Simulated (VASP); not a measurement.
Input:

```yaml
crystal:
  lattice:
    - [3.07149, 0.00000, 0.00000]
    - [-1.53575, 2.65999, 0.00000]
    - [0.00000, 0.00000, 5.04331]
  atoms:
    - { symbol: Si, position: [0.66667, 0.33333, 0.99964] }
    - { symbol: Si, position: [0.33333, 0.66667, 0.49964] }
    - { symbol: C, position: [0.66667, 0.33333, 0.37536] }
    - { symbol: C, position: [0.33333, 0.66667, 0.87536] }
```

Calculation: SCAN meta-GGA, VASP's PBE PAW potentials (set 64) (plane waves; VASP). Run with 520 eV cut-off, 11×11×6 Γ-centred mesh, Gaussian smearing of 0.010 eV, potentials Si C.

Q: Give the direction-averaged independent-particle dielectric function (no local fields, no excitons; a broadening of 0.1 eV leaves a tail below the gap, and fine structure carries the noise of the k-mesh).

A: 
```json
[
 {"ħω (eV)": "0.00", "ε₁": "6.58", "ε₂": "0.00"},
 {"ħω (eV)": "0.20", "ε₁": "6.59", "ε₂": "0.00"},
 {"ħω (eV)": "0.40", "ε₁": "6.60", "ε₂": "0.01"},
 {"ħω (eV)": "0.60", "ε₁": "6.62", "ε₂": "0.01"},
 {"ħω (eV)": "0.80", "ε₁": "6.64", "ε₂": "0.01"},
 {"ħω (eV)": "1.00", "ε₁": "6.68", "ε₂": "0.02"},
 {"ħω (eV)": "1.20", "ε₁": "6.72", "ε₂": "0.02"},
 {"ħω (eV)": "1.40", "ε₁": "6.77", "ε₂": "0.03"},
 {"ħω (eV)": "1.60", "ε₁": "6.83", "ε₂": "0.03"},
 {"ħω (eV)": "1.80", "ε₁": "6.89", "ε₂": "0.04"},
 {"ħω (eV)": "2.00", "ε₁": "6.97", "ε₂": "0.04"},
 {"ħω (eV)": "2.20", "ε₁": "7.06", "ε₂": "0.05"},
 {"ħω (eV)": "2.40", "ε₁": "7.17", "ε₂": "0.05"},
 {"ħω (eV)": "2.60", "ε₁": "7.28", "ε₂": "0.06"},
 {"ħω (eV)": "2.80", "ε₁": "7.41", "ε₂": "0.07"},
 {"ħω (eV)": "3.00", "ε₁": "7.57", "ε₂": "0.08"},
 {"ħω (eV)": "3.20", "ε₁": "7.73", "ε₂": "0.09"},
 {"ħω (eV)": "3.40", "ε₁": "7.93", "ε₂": "0.10"},
 {"ħω (eV)": "3.60", "ε₁": "8.15", "ε₂": "0.12"},
 {"ħω (eV)": "3.80", "ε₁": "8.41", "ε₂": "0.14"},
 {"ħω (eV)": "4.10", "ε₁": "8.87", "ε₂": "0.18"},
 {"ħω (eV)": "4.30", "ε₁": "9.25", "ε₂": "0.21"},
 {"ħω (eV)": "4.50", "ε₁": "9.72", "ε₂": "0.26"},
 {"ħω (eV)": "4.70", "ε₁": "10.30", "ε₂": "0.33"},
 {"ħω (eV)": "4.90", "ε₁": "11.04", "ε₂": "0.48"},
 {"ħω (eV)": "5.10", "ε₁": "12.07", "ε₂": "0.72"},
 {"ħω (eV)": "5.30", "ε₁": "13.66", "ε₂": "1.68"},
 {"ħω (eV)": "5.50", "ε₁": "13.72", "ε₂": "3.79"},
 {"ħω (eV)": "5.70", "ε₁": "13.04", "ε₂": "4.25"},
 {"ħω (eV)": "5.90", "ε₁": "15.12", "ε₂": "4.67"},
 {"ħω (eV)": "6.10", "ε₁": "16.16", "ε₂": "5.68"},
 {"ħω (eV)": "6.30", "ε₁": "16.83", "ε₂": "11.53"},
 {"ħω (eV)": "6.50", "ε₁": "13.93", "ε₂": "14.06"},
 {"ħω (eV)": "6.70", "ε₁": "11.66", "ε₂": "14.93"},
 {"ħω (eV)": "6.90", "ε₁": "7.96", "ε₂": "17.30"},
 {"ħω (eV)": "7.10", "ε₁": "5.64", "ε₂": "13.12"},
 {"ħω (eV)": "7.30", "ε₁": "7.12", "ε₂": "14.63"},
 {"ħω (eV)": "7.50", "ε₁": "2.94", "ε₂": "16.26"},
 {"ħω (eV)": "7.70", "ε₁": "1.55", "ε₂": "12.08"},
 {"ħω (eV)": "8.00", "ε₁": "3.29", "ε₂": "12.75"}
]
```
ε₂ peaks at 6.9 eV (height 17.3), 7.5 eV (height 16.3); ε₁(0) averages 6.58, so the electronic refractive index below the gap tends to √6.58 = 2.57.

The structure comes from a measured SiC entry (P6_3mc) of the Crystallography Open Database, whose conditions weren't checked. It was relaxed first.
